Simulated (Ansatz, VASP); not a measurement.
## RbP3: VASP beside Ansatz

```
Rb P
1.0
     4.36055    0.00000    0.00000
     0.00000    4.36055    0.00000
     0.00000    0.00000    4.36055
Rb P
1 3
Direct
  0.00000 0.00000 0.00000
  0.00000 0.50000 0.50000
  0.50000 0.50000 0.00000
  0.50000 0.00000 0.50000
```

Change from the starting cell: species swapped into the Gd3Dy type (Pm-3m, No. 221).

Alike in both runs: functional PBE; k mesh 10 × 10 × 10; occupations gaussian, width 0.1 eV; no spin polarisation.

Ansatz relaxed the structure, and its values are those at the end. VASP's run is a single point on that final structure, the one shown.

|  | VASP | Ansatz |
| --- | --- | --- |
| version | VASP 6.6.1 | Ansatz 0.2.0 |
| potentials or method | VASP PAW PBE potentials, release 64 (Rb_sv, P) | scalar-relativistic, plane waves, PAW |
| plane-wave cutoff (eV) | 520 | 420 |
| valence electrons in the cell | 24 | 24 |

VASP gave:

| Quantity | Value |
| --- | --- |
| gap on the k mesh at the Fermi level (eV) | none |
| pressure (GPa) | 0.2 |

Task: Estimate Ansatz's values.

Result: gap on the k mesh at the Fermi level (eV): none; pressure (GPa): 0.0.

A gap of «none» marks a metal or a gap that the smearing closes. The functional is the same, so the differences come from potentials, cutoffs and numerics.
